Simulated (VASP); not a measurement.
# PmSe (F-43m) in VASP: settings compared

The runs below take PmSe through single point, with PBE+U, LDA+U.

Program: VASP 6.6.1. These are calculated values, not measurements. Logs are shortened: lines on timing, memory, paths and dates and some standing lists are left out, and cuts for length are marked.

## (1) The structure

The structure is cubic, space group F-43m (No. 216). The conventional cell has a = 6.446 Å, b = 6.446 Å, c = 6.446 Å, α = 90.00°, β = 90.00°, γ = 90.00°. Pm (site symmetry -43m) is surrounded by 4 Se at 2.79 Å. Se (site symmetry -43m) has 4 Pm at 2.79 Å as nearest neighbours.

The cell comes from a database or a generator and needn't be the stable form of this composition.

## (2) Single point, PBE+U

Contents of INCAR:

```
PREC = Accurate ; ENCUT = 520
EDIFF = 1E-7 ; ISMEAR = 0
SIGMA = 0.05 ; LREAL = F
LASPH = T ; NELM = 120
ALGO = Normal ; ISIF = 2
LWAVE = F ; LCHARG = F
LMAXMIX = 6 ; LDAU = T
LDAUTYPE = 2 ; LDAUL = 3 -1
LDAUU = 4 0 ; LDAUJ = 0 0
LDAUPRINT = 1 ; GGA = PE
NBANDS = 18
```

Contents of KPOINTS:

```
Automatic mesh
0
Gamma
  5 5 5
```

Contents of POSCAR:

```
PmSe
1.0
    0.0000000000      3.2231904100      3.2231904100
    3.2231904100      0.0000000000      3.2231904100
    3.2231904100      3.2231904100      0.0000000000
Pm Se
1 1
Direct
    0.0000000000      0.0000000000      0.0000000000
    0.2500000000      0.2500000000      0.2500000000
```

Potentials or basis: VASP PAW PBE potentials, release 64 (Pm, Se).

Launch:

```sh
cat potpaw_PBE.64/Pm/POTCAR potpaw_PBE.64/Se/POTCAR > POTCAR
mpirun -np 1 vasp_std > vasp.out
```

OUTCAR:

```text
PREC = Accurate
   ENCUT = 520
   EDIFF = 1E-7
   ISMEAR = 0
   LREAL = F
   LASPH = T
   NELM = 120
   ISIF = 2
   GGA = PE

 ion  position               nearest neighbor table
   1  0.000  0.000  0.000-   2 2.79   2 2.79   2 2.79   2 2.79
   2  0.250  0.250  0.250-   1 2.79   1 2.79   1 2.79   1 2.79

  LATTYP: Found a face centered cubic cell.
 ALAT       =     6.4463808200

  Lattice vectors:

 A1 = (   0.0000000000,   3.2231904100,   3.2231904100)
 A2 = (   3.2231904100,   0.0000000000,   3.2231904100)
 A3 = (   3.2231904100,   3.2231904100,   0.0000000000)

Analysis of symmetry for initial positions (statically):
=====================================================================
 Subroutine PRICEL returns:
 Original cell was already a primitive cell.

 Routine SETGRP: Setting up the symmetry group for a
 face centered cubic supercell.

 Subroutine GETGRP returns: Found 24 space group operations
 (whereof 24 operations were pure point group operations)
 out of a pool of 48 trial point group operations.

The static configuration has the point symmetry T_d .

Analysis of symmetry for dynamics (positions and initial velocities):
=====================================================================
 Subroutine PRICEL returns:
 Original cell was already a primitive cell.

 Routine SETGRP: Setting up the symmetry group for a
 face centered cubic supercell.

 Subroutine GETGRP returns: Found 24 space group operations
 (whereof 24 operations were pure point group operations)
 out of a pool of 48 trial point group operations.

The dynamic configuration has the point symmetry T_d .

 Subroutine INISYM returns: Found 24 space group operations
 (whereof 24 operations are pure point group operations),
 and found     1 'primitive' translations

----------------------------------------------------------------------------------------

                                     Primitive cell

  volume of cell :      66.9712

  direct lattice vectors                    reciprocal lattice vectors
     0.000000000  3.223190410  3.223190410    -0.155125803  0.155125803  0.155125803
     3.223190410  0.000000000  3.223190410     0.155125803 -0.155125803  0.155125803
     3.223190410  3.223190410  0.000000000     0.155125803  0.155125803 -0.155125803

  length of vectors
     4.558279592  4.558279592  4.558279592     0.268685772  0.268685772  0.268685772

  position of ions in fractional coordinates (direct lattice)
     0.000000000  0.000000000  0.000000000
     0.250000000  0.250000000  0.250000000

  ion indices of the primitive-cell ions
   primitive index   ion index
                 1           1
                 2           2

----------------------------------------------------------------------------------------

 KPOINTS: Automatic mesh

Automatic generation of k-mesh.
[... 63 lines left out ...]
   NUPDOWN=      -1.0000    fix difference up-down
   EMIN   =  10.00;   EMAX   =-10.00  energy-range for DOS
   EFERMI =   0.00;   METHOD = LEGACY
   ISMEAR =     0;   SIGMA  =   0.05  broadening in eV -4-tet -1-fermi 0-gaus
   EFERMI_NEDOS =   21; number of points for ismear=-14 and -15
   IALGO  =     38    algorithm
   IMIX   =      4    mixing-type and parameters
     AMIX     =   0.40;   BMIX     =  1.00
     AMIX_MAG =   1.60;   BMIX_MAG =  1.00
  volume/ion in A,a.u.               =      33.49       225.97
  Fermi-wavevector in a.u.,A,eV,Ry     =   1.112206  2.101765 16.830442  1.237003
  Thomas-Fermi vector in A             =   2.248778
   LORBIT       =      0    0 simple, 1 ext, 2 COOP (PROOUT), +10 PAW based schemes
 LDA+U is selected, type is set to LDAUTYPE =  2
   angular momentum for each species LDAUL =     3   -1
   U (eV)           for each species LDAUU =   4.0  0.0
   J (eV)           for each species LDAUJ =   0.0  0.0
   GGA     = PE    functional components
   LHFCALC =     F    Hartree Fock is set to
[... 5 lines left out ...]
 Gauss-broadening in eV      SIGMA  =   0.05
  energy-cutoff  :      520.00
  volume of cell :       66.97
 maximum number of plane-waves:      1829
 NGX is ok and might be reduce to    36
   NGX = 17   NGY = 17   NGZ = 17

atom =   1  type =  1  l = 3

 onsite density matrix

spin component  1

  0.1524 -0.0000 -0.1913  0.0000  0.0000  0.0000 -0.0000
 -0.0000  0.9490 -0.0000 -0.0000 -0.0000  0.0000  0.0000
 -0.1913 -0.0000  0.2512  0.0000 -0.0000 -0.0000 -0.0000
  0.0000 -0.0000  0.0000  0.0042 -0.0000 -0.0000 -0.0000
  0.0000 -0.0000 -0.0000 -0.0000  0.2512 -0.0000  0.1913
  0.0000  0.0000 -0.0000 -0.0000 -0.0000  0.3995 -0.0000
 -0.0000  0.0000 -0.0000 -0.0000  0.1913 -0.0000  0.1524

spin component  2

  0.1524 -0.0000 -0.1913  0.0000  0.0000  0.0000 -0.0000
 -0.0000  0.9490 -0.0000 -0.0000 -0.0000  0.0000  0.0000
 -0.1913 -0.0000  0.2512  0.0000 -0.0000 -0.0000 -0.0000
  0.0000 -0.0000  0.0000  0.0042 -0.0000 -0.0000 -0.0000
  0.0000 -0.0000 -0.0000 -0.0000  0.2512 -0.0000  0.1913
  0.0000  0.0000 -0.0000 -0.0000 -0.0000  0.3995 -0.0000
 -0.0000  0.0000 -0.0000 -0.0000  0.1913 -0.0000  0.1524

 occupancies and eigenvectors

  o =  0.0042  v =  0.7906  0.0000  0.6124 -0.0004 -0.0000 -0.0000  0.0000  0.0000  0.0000  0.0000  0.0000  0.0000  0.0000  0.0000      0.0000  0.0000  0.0000  0.0000  0.0000  0.0000  0.0000  0.0000  0.0000  0.0000  0.0000  0.0000  0.0000  0.0000
  o =  0.0042  v =  0.0000  0.0000  0.0000  0.0000  0.0000  0.0000  0.0000  0.7906  0.0000  0.6124 -0.0004 -0.0000 -0.0000  0.0000      0.0000  0.0000  0.0000  0.0000  0.0000  0.0000  0.0000  0.0000  0.0000  0.0000  0.0000  0.0000  0.0000  0.0000
  o =  0.0042  v =  0.0000 -0.0000  0.0000  0.2031 -0.5996 -0.0000  0.7741  0.0000  0.0000  0.0000  0.0000  0.0000  0.0000  0.0000      0.0000  0.0000  0.0000  0.0000  0.0000  0.0000  0.0000  0.0000  0.0000  0.0000  0.0000  0.0000  0.0000  0.0000
  o =  0.0042  v =  0.0000  0.0000  0.0000  0.0000  0.0000  0.0000  0.0000  0.0000 -0.0000  0.0000  0.2031 -0.5996 -0.0000  0.7741      0.0000  0.0000  0.0000  0.0000  0.0000  0.0000  0.0000  0.0000  0.0000  0.0000  0.0000  0.0000  0.0000  0.0000
  o =  0.0042  v =  0.0003 -0.0000  0.0002  0.9792  0.1244  0.0000 -0.1605  0.0000  0.0000  0.0000  0.0000  0.0000  0.0000  0.0000      0.0000  0.0000  0.0000  0.0000  0.0000  0.0000  0.0000  0.0000  0.0000  0.0000  0.0000  0.0000  0.0000  0.0000
  o =  0.0042  v =  0.0000  0.0000  0.0000  0.0000  0.0000  0.0000  0.0000  0.0003 -0.0000  0.0002  0.9792  0.1244  0.0000 -0.1605      0.0000  0.0000  0.0000  0.0000  0.0000  0.0000  0.0000  0.0000  0.0000  0.0000  0.0000  0.0000  0.0000  0.0000
  o =  0.3995  v =  0.0000  0.0000  0.0000  0.0000  0.0000  0.0000  0.0000 -0.0126  0.0000  0.0162 -0.0000  0.0520  0.9976  0.0403      0.0000  0.0000  0.0000  0.0000  0.0000  0.0000  0.0000  0.0000  0.0000  0.0000  0.0000  0.0000  0.0000  0.0000
  o =  0.3995  v = -0.0126  0.0000  0.0162 -0.0000  0.0520  0.9976  0.0403  0.0000  0.0000  0.0000  0.0000  0.0000  0.0000  0.0000      0.0000  0.0000  0.0000  0.0000  0.0000  0.0000  0.0000  0.0000  0.0000  0.0000  0.0000  0.0000  0.0000  0.0000
  o =  0.3995  v =  0.0000  0.0000  0.0000  0.0000  0.0000  0.0000  0.0000  0.6122 -0.0000 -0.7904 -0.0000 -0.0045  0.0210 -0.0035      0.0000  0.0000  0.0000  0.0000  0.0000  0.0000  0.0000  0.0000  0.0000  0.0000  0.0000  0.0000  0.0000  0.0000
  o =  0.3995  v =  0.6122 -0.0000 -0.7904 -0.0000 -0.0045  0.0210 -0.0035  0.0000  0.0000  0.0000  0.0000  0.0000  0.0000  0.0000      0.0000  0.0000  0.0000  0.0000  0.0000  0.0000  0.0000  0.0000  0.0000  0.0000  0.0000  0.0000  0.0000  0.0000
  o =  0.3995  v =  0.0000  0.0000  0.0000  0.0000  0.0000  0.0000  0.0000 -0.0043  0.0000  0.0056 -0.0000 -0.7888  0.0656 -0.6110      0.0000  0.0000  0.0000  0.0000  0.0000  0.0000  0.0000  0.0000  0.0000  0.0000  0.0000  0.0000  0.0000  0.0000
  o =  0.3995  v = -0.0043  0.0000  0.0056 -0.0000 -0.7888  0.0656 -0.6110  0.0000  0.0000  0.0000  0.0000  0.0000  0.0000  0.0000      0.0000  0.0000  0.0000  0.0000  0.0000  0.0000  0.0000  0.0000  0.0000  0.0000  0.0000  0.0000  0.0000  0.0000
  o =  0.9490  v = -0.0000 -1.0000  0.0000  0.0000 -0.0000 -0.0000 -0.0000  0.0000  0.0000  0.0000  0.0000  0.0000  0.0000  0.0000      0.0000  0.0000  0.0000  0.0000  0.0000  0.0000  0.0000  0.0000  0.0000  0.0000  0.0000  0.0000  0.0000  0.0000
  o =  0.9490  v =  0.0000  0.0000  0.0000  0.0000  0.0000  0.0000  0.0000 -0.0000 -1.0000  0.0000  0.0000 -0.0000 -0.0000 -0.0000      0.0000  0.0000  0.0000  0.0000  0.0000  0.0000  0.0000  0.0000  0.0000  0.0000  0.0000  0.0000  0.0000  0.0000

 number of electron      20.9999997 magnetization

 Free energy of the ion-electron system (eV)
  ---------------------------------------------------
  ext. energy  EPLUGINS =         0.00000000
  ---------------------------------------------------
  free energy    TOTEN  =        -6.68652346 eV

  energy without entropy =       -6.65692566  energy(sigma->0) =       -6.67172456

 E-fermi :   4.7060     XC(G=0):  -8.7973

 val. band max:        4.6943514109   @ k =   0.4000   0.2000   0.0000
 cond. band min:       4.7136902185   @ k =  -0.2000   0.2000   0.0000
 fundamental gap:      0.0193388076
 Fermi energy:         4.7059747522

 k-point     1 :       0.0000    0.0000    0.0000
  band No.  band energies     occupation
      1     -34.2024      2.00000
      2     -14.7586      2.00000
      3     -14.7586      2.00000
      4     -14.7586      2.00000
      5      -9.2004      2.00000
      6       0.6197      2.00000
[... 187 lines left out ...]
      5      -8.5319      2.00000
      6       0.3050      2.00000
[... 10 lines left out ...]
     17       6.2746      0.00000
     18       7.3051      0.00000

------------------------ aborting loop because EDIFF is reached ----------------------------------------

  FORCE on cell =-STRESS in cart. coord.  units (eV):
  Direction    XX          YY          ZZ          XY          YZ          ZX
  --------------------------------------------------------------------------------------
  -------------------------------------------------------------------------------------
  Total        1.3772699      1.3772699      1.3772699      0.0000000      0.0000000     -0.0000000
  in kB       32.9489633     32.9489633     32.9489633      0.0000000      0.0000000     -0.0000000
  external PRESSURE =      32.9489633 kB  Pullay stress =       0.0000000 kB

 VOLUME and BASIS-vectors are now :
 -----------------------------------------------------------------------------
  energy-cutoff  :      520.00
  volume of cell :       66.97
      direct lattice vectors                 reciprocal lattice vectors
     0.000000000  3.223190410  3.223190410    -0.155125803  0.155125803  0.155125803
     3.223190410  0.000000000  3.223190410     0.155125803 -0.155125803  0.155125803
     3.223190410  3.223190410  0.000000000     0.155125803  0.155125803 -0.155125803

 POSITION                                       TOTAL-FORCE (eV/Angst)
 -----------------------------------------------------------------------------------
      0.00000      0.00000      0.00000         0.000000     -0.000000      0.000000
      1.61160      1.61160      1.61160        -0.000000      0.000000     -0.000000
 -----------------------------------------------------------------------------------
    total drift:                                0.000000      0.000000      0.000000

  FREE ENERGIE OF THE ION-ELECTRON SYSTEM (eV)
  ---------------------------------------------------
  free  energy   TOTEN  =        -6.6865234633 eV

  energy  without entropy=       -6.6569256561  energy(sigma->0) =       -6.67172456
```

It took 16 s on 1 thread of Intel Xeon 6975P-C (Granite Rapids), shared host; peak memory 0.2 GiB.

Results:

| Quantity | Value |
| --- | --- |
| Free energy | -6.6865 eV |
| Pressure | 3.3 GPa |
| Band gap on the k mesh | none (metal or under the smearing width) |

Levels at points of the mesh, in eV from the Fermi level:
| k point | band 7 | band 8 | band 9 | band 10 | band 11 | band 12 | band 13 | band 14 | band 15 | band 16 |
| --- | --- | --- | --- | --- | --- | --- | --- | --- | --- | --- |
| (0.00, 0.00, 0.00) | -4.09 | -4.09 | -1.78 | 0.07 | 0.07 | 0.07 | 0.24 | 1.15 | 1.15 | 1.15 |

Eigenvalues of the final occupation matrices:
| site | spin | trace | eigenvalues |
| --- | --- | --- | --- |
| site 1 f | 1 | 2.16 | 0.00 0.00 0.00 0.40 0.40 0.40 0.95 |
| site 1 f | 2 | 2.16 | 0.00 0.00 0.00 0.40 0.40 0.40 0.95 |

Caveat: U without spin polarisation on a metal has little footing. Spin polarisation is off, so any magnetic state and its effect on volume and gap are missing.

## (3) Single point, LDA+U

Contents of INCAR:

```
SYSTEM = PmSe
PREC     = Accurate       ! precision mode
ENCUT    = 520            ! plane-wave cutoff, eV
EDIFF    = 1E-6           ! SCF threshold, eV
ISMEAR   = 0              ! smearing method
SIGMA    = 0.05           ! smearing width, eV
LREAL    = .False.        ! projectors in reciprocal space
LASPH    = .True.         ! aspherical terms in the spheres
NELM     = 150            ! most SCF steps
ALGO     = Normal         ! electronic algorithm
ISIF     = 2              ! what is computed and relaxed
LWAVE    = .False.        ! write WAVECAR
LCHARG   = .False.        ! write CHGCAR
LMAXMIX  = 6              ! l up to which the mixer works
LDAU     = .True.         ! DFT+U
LDAUTYPE = 2            
LDAUL    = 3 -1           ! shell
LDAUU    = 4 0            ! U, eV
LDAUJ    = 0 0          
LDAUPRINT= 1            
GGA      = CA             ! functional
NBANDS   = 18             ! bands
```

Contents of KPOINTS:

```
regular mesh
0
Gamma
  5 5 5
  0 0 0
```

POSCAR is that of step 2.

Potentials or basis: VASP PAW PBE potentials, release 64 (Pm, Se).

Launch:

```sh
cat potpaw_PBE.64/Pm/POTCAR potpaw_PBE.64/Se/POTCAR > POTCAR
mpirun -np 1 vasp_std > vasp.out
```

OUTCAR:

```text
SYSTEM = PmSe
   PREC = Accurate
   ENCUT = 520
   EDIFF = 1E-6
   ISMEAR = 0
   LREAL = .False.
   LASPH = .True.
   NELM = 150
   ISIF = 2
   GGA = CA

 ion  position               nearest neighbor table
   1  0.000  0.000  0.000-   2 2.79   2 2.79   2 2.79   2 2.79
   2  0.250  0.250  0.250-   1 2.79   1 2.79   1 2.79   1 2.79

  LATTYP: Found a face centered cubic cell.
 ALAT       =     6.4463808200

  Lattice vectors:

 A1 = (   0.0000000000,   3.2231904100,   3.2231904100)
[... 436 lines left out ...]

------------------------ aborting loop because EDIFF is reached ----------------------------------------

  FORCE on cell =-STRESS in cart. coord.  units (eV):
  Direction    XX          YY          ZZ          XY          YZ          ZX
  --------------------------------------------------------------------------------------
  -------------------------------------------------------------------------------------
  Total       -0.1244732     -0.1244732     -0.1244732      0.0000000     -0.0000000      0.0000000
  in kB       -2.9778197     -2.9778197     -2.9778197      0.0000000     -0.0000000      0.0000000
  external PRESSURE =      -2.9778197 kB  Pullay stress =       0.0000000 kB

 VOLUME and BASIS-vectors are now :
 -----------------------------------------------------------------------------
  energy-cutoff  :      520.00
  volume of cell :       66.97
      direct lattice vectors                 reciprocal lattice vectors
     0.000000000  3.223190410  3.223190410    -0.155125803  0.155125803  0.155125803
     3.223190410  0.000000000  3.223190410     0.155125803 -0.155125803  0.155125803
     3.223190410  3.223190410  0.000000000     0.155125803  0.155125803 -0.155125803

 POSITION                                       TOTAL-FORCE (eV/Angst)
 -----------------------------------------------------------------------------------
      0.00000      0.00000      0.00000        -0.000000     -0.000000     -0.000000
      1.61160      1.61160      1.61160         0.000000      0.000000      0.000000
 -----------------------------------------------------------------------------------
    total drift:                                0.000000      0.000000      0.000000

  FREE ENERGIE OF THE ION-ELECTRON SYSTEM (eV)
  ---------------------------------------------------
  free  energy   TOTEN  =        -7.8512500360 eV

  energy  without entropy=       -7.8214110831  energy(sigma->0) =       -7.83633056
```

It took 30 s on 1 thread of Intel Xeon Platinum 8375C at 2.90GHz (Ice Lake), shared host; peak memory 0.18 GiB.

Results:

| Quantity | Value |
| --- | --- |
| Free energy | -7.8513 eV |
| Pressure | -0.3 GPa |
| Band gap on the k mesh | none (metal or under the smearing width) |

Eigenvalues of the final occupation matrices:
```csv
site,spin,trace,eigenvalues
site 1 f,1,2.16,0.00 0.00 0.00 0.40 0.40 0.40 0.94
site 1 f,2,2.16,0.00 0.00 0.00 0.40 0.40 0.40 0.94
```

Caveat: the PAW data sets were made with another functional, which shifts forces and pressure a little; U without spin polarisation on a metal has little footing. Spin-orbit coupling is left out, which matters for the levels of Pm.
